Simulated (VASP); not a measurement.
Consider the following.

```xyz
1
Lattice="0.0000 2.0256 2.0256 2.0256 0.0000 2.0256 2.0256 2.0256 0.0000" Properties=species:S:1:pos:R:3 pbc="T T T"
Ag     0.0000     0.0000     0.0000
```

The numbers are results of AM05 GGA, VASP's PBE PAW potentials (set 64) (plane waves; VASP 6.6.1), not measurements. Settings: 520 eV cut-off, 17×17×17 Γ-centred mesh, tetrahedra with Blöchl corrections, potentials Ag.

**Question.** Estimate the energy per atom (σ→0), band gap (on the k-mesh) with the smallest direct gap where there is one.

**Answer.** 
```
Item                                                         Value
------------------------  ----------------------------------------
band gap (on the k-mesh)  none (metal, semimetal or under 0.01 eV)
energy per atom (σ→0)                               -3.008 eV/atom
```

Total energies compare only between runs with the same potentials, cut-off and functional.

The compound is Ag in the fcc structure. It was relaxed first.
